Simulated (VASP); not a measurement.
A convergence study with VASP on ZnSe (zinc blende): one setting is varied, all else stays as given below, so the limit is that of these other settings.

```
CELL_PARAMETERS angstrom
      0.00000     2.83500     2.83500
      2.83500     0.00000     2.83500
      2.83500     2.83500     0.00000
ATOMIC_POSITIONS crystal
  Zn 0.00000 0.00000 0.00000
  Se 0.25000 0.25000 0.25000
```

Computed with LDA (Ceperley-Alder, Perdew-Zunger), VASP's LDA PAW potentials (set 64) (plane waves; VASP). The tightest run used: 550 eV cut-off, 17×17×17 Γ-centred mesh, Gaussian smearing of 0.050 eV, potentials Zn Se.

| setting | E (eV/atom) | pressure (GPa) | irreducible k-points |
|---|---|---|---|
| 1×1×1 mesh | 3.3331 | 44.19 | 1 |
| 2×2×2 mesh | -2.8979 | 2.62 | 3 |
| 3×3×3 mesh | -3.5233 | -1.84 | 4 |
| 4×4×4 mesh | -3.6376 | -2.83 | 8 |

Problem. These are the cheaper rows. Estimate the results at 17×17×17 mesh, and how far the last row shown lies from them.

Solution. 
| quantity | tightest run | last row shown is off by |
|---|---|---|
| E (eV/atom) | -3.6751 | 0.0375 |
| pressure (GPa) | -3.17 | 0.34 |

Left out are rungs that failed or repeat a setting and relaxations that didn't move; long series are thinned to 24 rows.

The compound is ZnSe in the zinc blende structure. The cell was not relaxed at this level.
